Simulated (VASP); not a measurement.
Input for VASP

**POSCAR**
```
HfO2
1
    0.0000000000     2.5400000000     2.5400000000
    2.5400000000     0.0000000000     2.5400000000
    2.5400000000     2.5400000000     0.0000000000
Hf O
1 2
Direct
  0.0000000000   0.0000000000   0.0000000000
  0.2500000000   0.2500000000   0.2500000000
  0.7500000000   0.7500000000   0.7500000000
```

INCAR:
```
SYSTEM = HfO2
PREC = Accurate
ENCUT = 520
EDIFF = 1E-6
NELM = 60
ALGO = Normal
LREAL = .FALSE.
LASPH = .TRUE.
ISMEAR = 0
SIGMA = 0.05
GGA = PE
LMAXMIX = 6
LWAVE = .FALSE.
LCHARG = .FALSE.
ISIF = 2
IMIX = 1
AMIX = 1.9
BMIX = 0.0001
```

### KPOINTS
```
Automatic mesh
0
Gamma
7 7 7
0 0 0
```

POTCAR, in this order: Hf_pv O (PBE.64 set). Program: vasp_std.

The run wrote:

**standard output**
```
 POSCAR found type information on POSCAR HfO
 POSCAR found :  2 types and       3 ions
 Reading from existing POTCAR
 Reading from existing POTCAR
 LDA part: xc-table for (Slater+PW92), standard interpolation
 POSCAR, INCAR and KPOINTS ok, starting setup
 WAVECAR not read
 entering main loop
       N       E                     dE             d eps       ncg     rms          rms(c)
DAV:   1     0.991354031486E+02    0.99135E+02   -0.12844E+04   600   0.145E+03
DAV:   2    -0.324043227244E+02   -0.13154E+03   -0.12964E+03   777   0.321E+02
DAV:   3    -0.360174618665E+02   -0.36131E+01   -0.36105E+01   775   0.527E+01
DAV:   4    -0.360361633988E+02   -0.18702E-01   -0.18700E-01   768   0.411E+00
DAV:   5    -0.360363300330E+02   -0.16663E-03   -0.16663E-03   747   0.346E-01    0.476E+01
DAV:   6    -0.193268118500E+03   -0.15723E+03   -0.14545E+03   787   0.209E+02    0.265E+02
DAV:   7    -0.253872308255E+04   -0.23455E+04   -0.21935E+04   879   0.104E+03    0.509E+02
DAV:   8    -0.912101410073E+04   -0.65823E+04   -0.69342E+04  1101   0.161E+03    0.221E+03
DAV:   9    -0.209213952882E+05   -0.11800E+05   -0.13115E+05  1193   0.208E+03    0.384E+03
DAV:  10    -0.338062877363E+05   -0.12885E+05   -0.16511E+05  1200   0.253E+03    0.496E+03
DAV:  11    -0.506972305854E+05   -0.16891E+05   -0.22654E+05  1200   0.315E+03    0.599E+03
DAV:  12    -0.670798966910E+05   -0.16383E+05   -0.25666E+05  1200   0.341E+03    0.695E+03
DAV:  13    -0.863827254275E+05   -0.19303E+05   -0.31209E+05  1200   0.426E+03    0.783E+03
DAV:  14    -0.104050746851E+06   -0.17668E+05   -0.33684E+05  1200   0.415E+03    0.870E+03

 -----------------------------------------------------------------------------
|                                                                             |
|     EEEEEEE  RRRRRR   RRRRRR   OOOOOOO  RRRRRR      ###     ###     ###     |
|     E        R     R  R     R  O     O  R     R     ###     ###     ###     |
|     E        R     R  R     R  O     O  R     R     ###     ###     ###     |
|     EEEEE    RRRRRR   RRRRRR   O     O  RRRRRR       #       #       #      |
|     E        R   R    R   R    O     O  R   R                               |
|     E        R    R   R    R   O     O  R    R      ###     ###     ###     |
|     EEEEEEE  R     R  R     R  OOOOOOO  R     R     ###     ###     ###     |
|                                                                             |
|     ERROR FEXCP: supplied Exchange-correletion table                        |
|      is too small, maximal index : 4174                                     |
|                                                                             |
|       ---->  I REFUSE TO CONTINUE WITH THIS SICK JOB ... BYE!!! <----       |
|                                                                             |
 -----------------------------------------------------------------------------
```

### Question
From input and log, find the fault in this run and mend it.

### Answer
The cause: simple mixing (IMIX = 1) with AMIX above 1 overshoots. VASP stops with an error: ERROR FEXCP: supplied Exchange-correletion table is too small, maximal index : 4174 ----> I REFUSE TO CONTINUE WITH THIS SICK JOB ... BYE!!! <---- To mend it, remove IMIX, remove AMIX, remove BMIX.

The mended run (PBE GGA, plane waves, VASP's PBE PAW potentials (set 64)) converges, and its OSZICAR ends with
```
   1 F= -.30247943E+02 E0= -.30247943E+02  d E =-.463258E-19
```

The compound is HfO2 in the fluorite structure, the high-temperature cubic form, which is unstable at 0 K; the monoclinic form is the stable one. The cell was not relaxed at this level.
